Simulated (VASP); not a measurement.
Output of a VASP run:

File OUTCAR:
```
 ion  position               nearest neighbor table
   1  0.000  0.000  0.000-   2 3.14   2 3.14   2 3.14   2 3.14   2 3.14   2 3.14
   2  0.500  0.500  0.500-   1 3.14   1 3.14   1 3.14   1 3.14   1 3.14   1 3.14
  LATTYP: Found a face centered cubic cell.
 ALAT       =     6.2850768182
 Subroutine PRICEL returns:
 Original cell was already a primitive cell.
 Subroutine GETGRP returns: Found 48 space group operations
The static configuration has the point symmetry O_h .
The dynamic configuration has the point symmetry O_h .
 Subroutine INISYM returns: Found 48 space group operations
 Subroutine IBZKPT returns following result:
 Found     29 irreducible k-points:

 Following reciprocal coordinates:
            Coordinates               Weight
  0.000000  0.000000  0.000000      1.000000
  0.125000  0.000000  0.000000      8.000000
  0.250000  0.000000  0.000000      8.000000
  0.375000  0.000000  0.000000      8.000000
  0.500000  0.000000  0.000000      4.000000
  0.125000  0.125000  0.000000      6.000000
  0.250000  0.125000  0.000000     24.000000
  0.375000  0.125000  0.000000     24.000000
  0.500000  0.125000  0.000000     24.000000
 -0.375000  0.125000  0.000000     24.000000
 -0.250000  0.125000  0.000000     24.000000
 -0.125000  0.125000  0.000000     12.000000
  0.250000  0.250000  0.000000      6.000000
  0.375000  0.250000  0.000000     24.000000
  0.500000  0.250000  0.000000     24.000000
 -0.375000  0.250000  0.000000     24.000000
 -0.250000  0.250000  0.000000     12.000000
  0.375000  0.375000  0.000000      6.000000
  0.500000  0.375000  0.000000     24.000000
 -0.375000  0.375000  0.000000     12.000000
  0.500000  0.500000  0.000000      3.000000
  0.375000  0.250000  0.125000     24.000000
  0.500000  0.250000  0.125000     48.000000
 -0.375000  0.250000  0.125000     24.000000
  0.500000  0.375000  0.125000     24.000000
 -0.375000  0.375000  0.125000     48.000000
 -0.250000  0.375000  0.125000     24.000000
 -0.375000  0.500000  0.125000     12.000000
 -0.250000  0.500000  0.250000      6.000000
   k-points           NKPTS =     29   k-points in BZ     NKDIM =     29   number of bands    NBANDS=     14
   number of dos      NEDOS =    601   number of ions     NIONS =      2
   total plane-waves  NPLWV =  27000
   dimension x,y,z NGX =    30 NGY =   30 NGZ =   30
   dimension x,y,z NGXF=    60 NGYF=   60 NGZF=   60
   ions per type =               1   1
   PREC   = accura    normal or accurate (medium, high low for compatibility)
   ISTART =      0    job   : 0-new  1-cont  2-samecut
   ICHARG =      2    charge: 1-file 2-atom 10-const
   ISPIN  =      1    spin polarized calculation?
   LNONCOLLINEAR =      F non collinear calculations
   LSORBIT =      F    spin-orbit coupling
   INIWAV =      1    electr: 0-lowe 1-rand  2-diag
   ENCUT  =  400.0 eV  29.40 Ry    5.42 a.u.   7.25  7.25  7.25*2*pi/ulx,y,z
   NELM   =    100;   NELMIN=  2; NELMDL= -5     # of ELM steps
   EDIFF  = 0.1E-06   stopping-criterion for ELM
   LREAL  =      F    real-space projection
   NLSPLINE    = F    spline interpolate recip. space projectors
   LMAXMIX     =    4 max onsite mixed and CHGCAR
   VOSKOWN=      0    Vosko Wilk Nusair interpolation
   EDIFFG = 0.1E-05   stopping-criterion for IOM
   NSW    =      0    number of steps for IOM
   NBLOCK =      1;   KBLOCK =      1    inner block; outer block
   IBRION =     -1    ionic relax: 0-MD 1-quasi-New 2-CG
   NFREE  =      0    steps in history (QN), initial steepest desc. (CG)
   ISIF   =      2    stress and relaxation
   ISYM   =      2    0-nonsym 1-usesym 2-fastsym
   TEIN   =    0.0    initial temperature
   TEBEG  =    0.0;   TEEND  =   0.0 temperature during run
   SMASS  =  -3.00    Nose mass-parameter (am)
   PSTRESS=    0.0 pullay stress
   NELECT =      20.0000    total number of electrons
   EFERMI =   0.00;   METHOD = LEGACY
   ISMEAR =    -5;   SIGMA  =   0.20  broadening in eV -4-tet -1-fermi 0-gaus
   IALGO  =     38    algorithm
...
```

File OSZICAR:
```
       N       E                     dE             d eps       ncg     rms          rms(c)
DAV:   1     0.111733297528E+03    0.11173E+03   -0.84720E+03   818   0.139E+03
DAV:   2     0.977203850382E+00   -0.11076E+03   -0.10909E+03   866   0.339E+02
DAV:   3    -0.815275766143E+01   -0.91300E+01   -0.91066E+01  1058   0.932E+01
DAV:   4    -0.838205412363E+01   -0.22930E+00   -0.22924E+00   926   0.162E+01
DAV:   5    -0.839272124769E+01   -0.10667E-01   -0.10667E-01  1164   0.314E+00    0.497E+00
DAV:   6    -0.834042183918E+01    0.52299E-01   -0.12056E-01  1096   0.319E+00    0.311E+00
DAV:   7    -0.833820195854E+01    0.22199E-02   -0.46731E-02  1038   0.156E+00    0.683E-01
DAV:   8    -0.833752170902E+01    0.68025E-03   -0.72070E-03   980   0.851E-01    0.160E-01
DAV:   9    -0.833758487644E+01   -0.63167E-04   -0.49487E-04   952   0.233E-01    0.350E-02
DAV:  10    -0.833757322110E+01    0.11655E-04   -0.51418E-05  1016   0.754E-02    0.201E-02
DAV:  11    -0.833757301714E+01    0.20396E-06   -0.25541E-05   994   0.486E-02    0.196E-02
DAV:  12    -0.833757258254E+01    0.43460E-06   -0.23947E-06   980   0.143E-02    0.979E-03
DAV:  13    -0.833757244200E+01    0.14054E-06   -0.17610E-07   724   0.322E-03    0.366E-03
DAV:  14    -0.833757246803E+01   -0.26033E-07   -0.10042E-07   460   0.438E-03
   1 F= -.83375725E+01 E0= -.83375725E+01  d E =0.000000E+00
```

OUTCAR:
```
------------------------ aborting loop because EDIFF is reached ----------------------------------------
  FORCE on cell =-STRESS in cart. coord.  units (eV):
  Direction    XX          YY          ZZ          XY          YZ          ZX
  --------------------------------------------------------------------------------------
  Total        0.0298253      0.0298253      0.0298253      0.0000000      0.0000000      0.0000000
  in kB        0.7698823      0.7698823      0.7698823      0.0000000      0.0000000      0.0000000
  external PRESSURE =       0.7698823 kB  Pullay stress =       0.0000000 kB
  volume of cell :       62.07
      direct lattice vectors                 reciprocal lattice vectors
     0.000000000  3.142538409  3.142538409    -0.159107045  0.159107045  0.159107045
     3.142538409  0.000000000  3.142538409     0.159107045 -0.159107045  0.159107045
     3.142538409  3.142538409  0.000000000     0.159107045  0.159107045 -0.159107045
 POSITION                                       TOTAL-FORCE (eV/Angst)
 -----------------------------------------------------------------------------------
      0.00000      0.00000      0.00000         0.000000      0.000000      0.000000
      3.14254      3.14254      3.14254         0.000000      0.000000     -0.000000
 -----------------------------------------------------------------------------------
    total drift:                               -0.000000      0.000000      0.000000
  FREE ENERGIE OF THE ION-ELECTRON SYSTEM (eV)
  ---------------------------------------------------
  free  energy   TOTEN  =        -8.3375724680 eV

  energy  without entropy=       -8.3375724680  energy(sigma->0) =       -8.33757247

 total charge

# of ion       s       p       d       tot
------------------------------------------
    1        1.359   0.748   9.987  12.094
    2        1.386   1.956   0.031   3.373
--------------------------------------------------
tot          2.745   2.704  10.018  15.467
```
(Selected blocks of OUTCAR.)

### POSCAR
```
SnTe
1
   -0.0000000000     3.1425384091     3.1425384091
    3.1425384091    -0.0000000000     3.1425384091
    3.1425384091     3.1425384091     0.0000000000
Sn Te
1 1
Direct
  1.0000000000   0.0000000000   0.0000000000
  0.5000000000   0.5000000000   0.5000000000
```

**Question.** Write an INCAR and KPOINTS that could have produced this output.

**Answer.** Several could match; the one computed here: the input of the run itself, PBEsol GGA, plane waves, VASP's PBE PAW potentials (set 64).

### KPOINTS
```
kpoints
0
gamma
  8 8 8
```

**INCAR**
```
ALGO=Normal
EDIFF=1E-7
ENCUT=400
GGA=PS
ISIF=2
ISMEAR=-5
LASPH=.True.
LCHARG=.True.
LMAXMIX=4
LORBIT=11
LREAL=.False.
LWAVE=.False.
NEDOS=601
NELM=100
PREC=Accurate
SYSTEM=SnTe
```

POTCAR, in this order: Sn_d Te (PBE.64 set). Program: vasp_std.

The structure was generated: SnTe was put into the rock salt type (Fm-3m), which need not be its known phase. It was relaxed first, which changed the volume by +16 %.
